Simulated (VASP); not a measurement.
Input of a VASP 6.6.1 run:

The input INCAR:

```
  ALGO = Normal
  EDIFF = 1E-7
  EDIFFG = -0.005
  ENCUT = 600
  IBRION = 2
  ISIF = 3
  ISMEAR = 0
  LASPH = T
  LCHARG = F
  LMIXTAU = T
  LREAL = F
  LWAVE = F
  METAGGA = R2SCAN
  NELM = 60
  NSW = 90
  PREC = Accurate
  SIGMA = 0.1
```

Contents of KPOINTS:

```
k-points
0
Gamma
  12 12 12
```

Contents of POSCAR:

```
Sb
1.0
    2.1506000000      1.2416494900      3.7440000000
   -2.1506000000      1.2416494900      3.7440000000
    0.0000000000     -2.4832989800      3.7440000000
Sb
2
Direct
    0.2336400000      0.2336400000      0.2336400000
    0.7663600000      0.7663600000      0.7663600000
```

Potentials or basis: VASP PAW PBE potentials, release 64 (Sb).

Run with:

```sh
$ cat potpaw_PBE.64/Sb/POTCAR > POTCAR
$ mpirun -np 1 vasp_std > vasp.out
```

Task: What does it give for the band gap on the k mesh?

Result: None (metal or under the smearing width).

Task: What does it give for the space group after relaxing (to 0.05 Å)?

Result: R-3m (No. 166).

Task: What does it give for the relaxed cell?

Result: a = 4.595 Å, b = 4.595 Å, c = 4.595 Å, α = 56.44°, β = 56.44°, γ = 56.44°.

Step by step:
```csv
step,energy change (eV),largest force (eV/Å),pressure (GPa),volume (Å³)
1,0.0000,0.1061,2.20,59.99
2,-0.0065,0.2476,-1.34,63.63
3,-0.0139,0.1050,0.06,62.04
4,-0.0149,0.0754,0.05,62.20
5,-0.0162,0.0006,0.03,62.61
6,-0.0162,0.0226,0.03,62.72
7,-0.0167,0.0054,-0.03,62.89
8,-0.0168,0.0060,-0.07,63.01
9,-0.0168,0.0076,-0.07,63.02
10,-0.0167,0.0148,0.13,62.83
11,-0.0168,0.0014,0.01,62.94
```

Caveat: the PAW data sets were made with another functional, which shifts forces and pressure a little. The run has no spin-orbit coupling, so splittings on Sb are missing.
